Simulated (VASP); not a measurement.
VASP input:

INCAR:
```
# general
SYSTEM   =  CdSe
PREC     =  Accurate
ENCUT    =  400
LREAL    =  .False.
LASPH    =  .True.

# electronic loop
EDIFF    =  1E-6
NELM     =  100
ALGO     =  Normal
LMAXMIX  =  4

# smearing
ISMEAR   =  0
SIGMA    =  0.05

# functional
GGA      =  PS

# ions
IBRION   =  2
NSW      =  60
ISIF     =  3
EDIFFG   =  -0.02

# output
LWAVE    =  .False.
LCHARG   =  .False.
```

File POSCAR:
```
CdSe
1.0
  2.1553849759  -3.7332360500   0.0000000000
  2.1553849759   3.7332360500   0.0000000000
  0.0000000000   0.0000000000   7.0116428145
Cd Se
2 2
Cartesian
  2.1553849759  -1.2444145055   3.5066601771
  2.1553849759   1.2444145055   0.0008387699
  2.1553849759  -1.2444145055   6.1413603356
  2.1553849759   1.2444145055   2.6355389284
```

**KPOINTS**
```
Automatic mesh
0
G
  6 6 3
0 0 0
```

POTCAR, in this order: Cd Se (PBE.64 set). Program: vasp_std.

Question: Translate this PBEsol calculation to Quantum ESPRESSO's pw.x.

Answer: One equivalent input (not run):
```
&CONTROL
  calculation = 'vc-relax'
  pseudo_dir = './pseudo'
  outdir = './out'
  tprnfor = .true.
  tstress = .true.
  nstep = 60
  forc_conv_thr = 0.00078
/
&SYSTEM
  ibrav = 0
  nat = 4
  ntyp = 2
  ecutwfc = 102
  occupations = 'smearing'
  smearing = 'gaussian'
  degauss = 0.003675
  input_dft = 'pbesol'
/
&ELECTRONS
  conv_thr = 7.3e-08
  electron_maxstep = 100
/
&IONS
/
&CELL
/
ATOMIC_SPECIES
  Cd 112.414 Cd.upf
  Se 78.971 Se.upf
CELL_PARAMETERS angstrom
     2.1553850   -3.7332360   -0.0000000
     2.1553850    3.7332360    0.0000000
     0.0000000    0.0000000    7.0116428
ATOMIC_POSITIONS crystal
  Cd   0.6666670  0.3333330  0.5001196
  Cd   0.3333330  0.6666670  0.0001196
  Se   0.6666670  0.3333330  0.8758804
  Se   0.3333330  0.6666670  0.3758804
K_POINTS automatic
  6 6 3 0 0 0
```
Limits of the translation: the potentials are each code's own (VASP's PAW set, PseudoDojo norm-conserving files in pw.x), so ENCUT and ecutwfc are chosen apart and not converted; conv_thr bounds pw.x's estimated SCF error, while EDIFF bounds the energy change between steps; forc_conv_thr acts on force components and is met together with etot_conv_thr.

The compound is CdSe in the wurtzite structure. This run relaxes it. Symmetry was kept, so distortions that lower it aren't found. The start is the result of an earlier pass.
